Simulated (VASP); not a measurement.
An input for Quantum ESPRESSO's pw.x (written as the equivalent of a VASP run, and not itself run):

```
&CONTROL
  calculation = 'vc-relax'
  pseudo_dir = './pseudo'
  outdir = './out'
  tprnfor = .true.
  tstress = .true.
  nstep = 60
  forc_conv_thr = 0.00039
/
&SYSTEM
  ibrav = 0
  nat = 2
  ntyp = 2
  ecutwfc = 80
  occupations = 'smearing'
  smearing = 'methfessel-paxton'
  degauss = 0.00735
  input_dft = 'vdw-df2-b86r'
/
&ELECTRONS
  conv_thr = 7.3e-08
  electron_maxstep = 100
/
&IONS
/
&CELL
/
ATOMIC_SPECIES
  In 114.818 In.upf
  Sb 121.760 Sb.upf
CELL_PARAMETERS angstrom
     0.0000000    3.2950481    3.2950481
     3.2950481    0.0000000    3.2950481
     3.2950481    3.2950481    0.0000000
ATOMIC_POSITIONS crystal
  In   0.0000000  0.0000000  0.0000000
  Sb   0.2500000  0.2500000  0.2500000
K_POINTS automatic
  9 9 9 0 0 0
```

### Question
Write the VASP files for the same calculation (rev-vdW-DF2).

### Answer
This is not unique; one that fits is 
### INCAR
```
ALGO  =  Normal   # blocked Davidson
SIGMA  =  0.1   # width (eV)
ISMEAR  =  1   # Methfessel-Paxton
ISIF  =  3   # ions, shape and volume
LCHARG  =  .False.
LUSE_VDW  =  .True.
NELM  =  100   # most electronic steps
LASPH  =  .True.
GGA  =  MK
IBRION  =  2
PARAM2  =  0.7114
PREC  =  Accurate
EDIFF  =  1E-6
LREAL  =  .False.
LWAVE  =  .False.
ENCUT  =  520   # plane-wave cut-off (eV)
EDIFFG  =  -0.01   # ionic stop
NSW  =  60
ZAB_VDW  =  -1.8867
LMAXMIX  =  4   # l cut-off of mixed one-centre charges
SYSTEM  =  InSb
PARAM1  =  0.1234568
AGGAC  =  0.0
```

KPOINTS:
```
K-points
0
gamma
 9 9 9
```

**POSCAR**
```
InSb
1.0
  0.0000000000   3.2950481274   3.2950481274
  3.2950481274   0.0000000000   3.2950481274
  3.2950481274   3.2950481274   0.0000000000
In Sb
1 1
Cart
  0.0000000000   0.0000000000   0.0000000000
  1.6475240637   1.6475240637   1.6475240637
```

POTCAR, in this order: In_d Sb (PBE.64 set). Program: vasp_std.

What does not carry over: the potentials are each code's own (VASP's PAW set, PseudoDojo norm-conserving files in pw.x), so ENCUT and ecutwfc are chosen apart and not converted; conv_thr bounds pw.x's estimated SCF error, while EDIFF bounds the energy change between steps; forc_conv_thr acts on force components and is met together with etot_conv_thr.

The compound is InSb in the zinc blende structure. This run relaxes it. Symmetry was kept, so distortions that lower it aren't found. The start is the result of an earlier pass.
